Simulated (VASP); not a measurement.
Level of theory: LDA (Ceperley-Alder, Perdew-Zunger) with spin-orbit coupling, VASP's LDA PAW potentials (set 64) (plane waves; VASP).

VASP ran on this input.

KPOINTS:
```
Automatic
0
Gamma
6 6 4
```

**INCAR**
```
! general
SYSTEM     = Te
PREC       = Accurate
ENCUT      = 400
LREAL      = .FALSE.   ! projection in real space or not
LASPH      = .TRUE.   ! aspherical one-centre terms

! electronic loop
EDIFF      = 1E-6
NELM       = 100   ! most electronic steps
ALGO       = Normal   ! blocked Davidson
LMAXMIX    = 4   ! l cut-off of mixed one-centre charges

! smearing
ISMEAR     = 0   ! Gaussian
SIGMA      = 0.05   ! width (eV)

! functional
GGA_COMPAT = .FALSE.

! spin
MAGMOM     = 0 0 0 0 0 0 0 0 0
LSORBIT    = .TRUE.

! output
LWAVE      = .FALSE.
LCHARG     = .FALSE.
```

File KPOINTS_OPT:
```
k-points along high-symmetry lines
5
Line-mode
Reciprocal
  0.000000   0.000000   0.000000 ! GAMMA
  0.500000   0.000000   0.000000 ! M

  0.500000   0.000000   0.000000 ! M
  0.333333   0.333333   0.000000 ! K

  0.333333   0.333333   0.000000 ! K
  0.000000   0.000000   0.000000 ! GAMMA

  0.000000   0.000000   0.000000 ! GAMMA
  0.000000   0.000000   0.500000 ! A

  0.000000   0.000000   0.500000 ! A
  0.500000   0.000000   0.500000 ! L

  0.500000   0.000000   0.500000 ! L
  0.333333   0.333333   0.500000 ! H

  0.333333   0.333333   0.500000 ! H
  0.000000   0.000000   0.500000 ! A

  0.500000   0.000000   0.500000 ! L
  0.500000   0.000000   0.000000 ! M

  0.333333   0.333333   0.500000 ! H
  0.333333   0.333333   0.000000 ! K
```

POSCAR:
```
Te
1.0
  2.1440284980  -3.7135660247   0.0000000000
  2.1440284980   3.7135660247   0.0000000000
  0.0000000000   0.0000000000   5.9407370488
Te
3
direct
  1.0000000000   0.2835722717   0.6666670000
  0.7164277283   0.7164277283   0.0000000000
  0.2835722717   1.0000000000   0.3333330000
```

POTCAR, in this order: Te (LDA.64 set). Program: vasp_ncl.

The resulting files:

File OSZICAR:
```
       N       E                     dE             d eps       ncg     rms          rms(c)
DAV:   1     0.730150357314E+02    0.73015E+02   -0.56719E+03  1768   0.910E+02
DAV:   2    -0.562503574820E+01   -0.78640E+02   -0.76045E+02  2372   0.154E+02
DAV:   3    -0.116665120860E+02   -0.60415E+01   -0.59777E+01  2168   0.464E+01
DAV:   4    -0.117960862652E+02   -0.12957E+00   -0.12927E+00  2082   0.803E+00
DAV:   5    -0.117988353700E+02   -0.27491E-02   -0.27489E-02  2092   0.122E+00    0.138E+01
DAV:   6    -0.117749125608E+02    0.23923E-01   -0.13129E-02  1948   0.765E-01    0.858E+00
DAV:   7    -0.117655166284E+02    0.93959E-02   -0.15305E-02  1902   0.779E-01    0.375E+00
DAV:   8    -0.117656361916E+02   -0.11956E-03   -0.21299E-03  2048   0.276E-01    0.212E-01
DAV:   9    -0.117653929560E+02    0.24324E-03   -0.34953E-04  1832   0.130E-01    0.868E-02
DAV:  10    -0.117653853236E+02    0.76324E-05   -0.11760E-04  2022   0.654E-02    0.482E-02
DAV:  11    -0.117653856253E+02   -0.30172E-06   -0.58725E-06  1964   0.153E-02
   1 F= -.11765386E+02 E0= -.11765165E+02  d E =-.440513E-03  mag=    -0.0000    -0.0000    -0.0000
       N       E                     dE             ncg
       N       E                     dE             ncg
```

File OUTCAR:
```
------------------------ aborting loop because EDIFF is reached ----------------------------------------
  FORCE on cell =-STRESS in cart. coord.  units (eV):
  Direction    XX          YY          ZZ          XY          YZ          ZX
  --------------------------------------------------------------------------------------
  Total        0.0994324      0.0994324      0.3129005      0.0000000      0.0000000     -0.0000000
  in kB        1.6840171      1.6840168      5.2993772      0.0000000      0.0000000     -0.0000000
  external PRESSURE =       2.8891370 kB  Pullay stress =       0.0000000 kB
  volume of cell :       94.60
      direct lattice vectors                 reciprocal lattice vectors
     2.144028498 -3.713566025  0.000000000     0.233205855 -0.134641473  0.000000000
     2.144028498  3.713566025  0.000000000     0.233205855  0.134641473  0.000000000
     0.000000000  0.000000000  5.940737049     0.000000000  0.000000000  0.168329282
 POSITION                                       TOTAL-FORCE (eV/Angst)
 -----------------------------------------------------------------------------------
      0.60799      1.05306      3.96049         0.029519      0.051128      0.000000
      3.07208      0.00000      0.00000        -0.059037      0.000000      0.000000
      0.60799     -1.05306      1.98024         0.029519     -0.051128     -0.000000
 -----------------------------------------------------------------------------------
    total drift:                               -0.000197      0.000000      0.000000
  FREE ENERGIE OF THE ION-ELECTRON SYSTEM (eV)
  ---------------------------------------------------
  free  energy   TOTEN  =       -11.7653856253 eV

  energy  without entropy=      -11.7649451119  energy(sigma->0) =      -11.76516537

 Ion:    1  E_soc:     -0.2458512

 Ion:    2  E_soc:     -0.2458512

 Ion:    3  E_soc:     -0.2458512
```
(Selected blocks of OUTCAR.)

The compound is Te in the trig structure. It was relaxed first, which changed the volume by -7 %.
